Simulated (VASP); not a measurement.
Given:

```xyz
2
Lattice="0.0000 3.0133 3.0133 3.0133 0.0000 3.0133 3.0133 3.0133 0.0000" Properties=species:S:1:pos:R:3 pbc="T T T"
W      0.0000     0.0000     0.0000
Te     1.5066     1.5066     1.5066
```

Level of theory: PBEsol GGA, VASP's PBE PAW potentials (set 64) (plane waves; VASP). Settings: 400 eV cut-off, Gaussian smearing of 0.050 eV, potentials W_sv Te.

Unless said otherwise, spin-orbit coupling is left out, though it shifts the bands of the heavy elements here.

Question: Estimate the band gap (along the path) with the smallest direct gap where there is one.

Answer: 
```yaml
band gap (along the path): none (metal, semimetal or under 0.01 eV)
```

Total energies compare only between runs with the same potentials, cut-off and functional.

The structure was generated: WTe was put into the zinc blende type (F-43m), which need not be its known phase. It was relaxed first, which changed the volume by -34 %.
